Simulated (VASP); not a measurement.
Write the native input for VASP 6.6.1 that does the following.

```
Task                   : single point
Functional             : LDA
Potentials or basis    : VASP PAW LDA potentials, release 64 (Cu, Au, Na_pv)
Cutoff                 : 520 eV
k mesh                 : 6 × 6 × 1
Occupations            : fermi-dirac, width 0.15 eV
Spin                   : no spin polarisation
Dipole correction      : yes
Further INCAR settings : ALGO = Fast; EDIFF = 1e-07; NBANDS = 34
```

The structure of NaCu2Au2 lies in POSCAR:

```
NaCu2Au2
1.0
    4.5707266756      0.0000000000      0.0000000000
    3.6595310599      2.7384989246      0.0000000000
    0.0000000000      0.0000000000     22.6793414091
Cu Au Na
2 2 1
Direct
    0.7223217553      0.7223217785      0.4200495493
    0.1669652658      0.1669653356      0.5282049947
    0.0000000000      0.0000000000      0.3659718265
    0.4446435105      0.4446435571      0.4741272720
    0.8885092389     -0.0940815490      0.5897526704
```

The input as run:

INCAR

```
ALGO = Fast ; DIPOL = 0.5 0.5 0.476
EDIFF = 1E-7 ; ENCUT = 520
IDIPOL = 3 ; ISIF = 2
ISMEAR = -1 ; LASPH = T
LCHARG = F ; LDIPOL = T
LREAL = F ; LWAVE = F
NBANDS = 34 ; NELM = 100
PREC = Accurate ; SIGMA = 0.15
```

KPOINTS

```
k-points
0
Gamma
  6 6 1
```

Potentials or basis: VASP PAW LDA potentials, release 64 (Cu, Au, Na_pv).

The run is started by

```bash
$ cat potpaw_LDA.64/Cu/POTCAR potpaw_LDA.64/Au/POTCAR potpaw_LDA.64/Na_pv/POTCAR > POTCAR
$ mpirun -np 1 vasp_std > vasp.out
```

Results of the run:

```json
{"Largest force": "1.142 eV/Å", "Band gap on the k mesh": "none (metal or under the smearing width)"}
```

Caveat: the k mesh is coarse (spacing up to 0.38 Å⁻¹), so the values aren't converged.

Wall time 6.6 min on 1 thread of Intel(R) Xeon(R) 6975P-C (Granite Rapids), with other jobs on the host, peak memory 0.49 GiB.
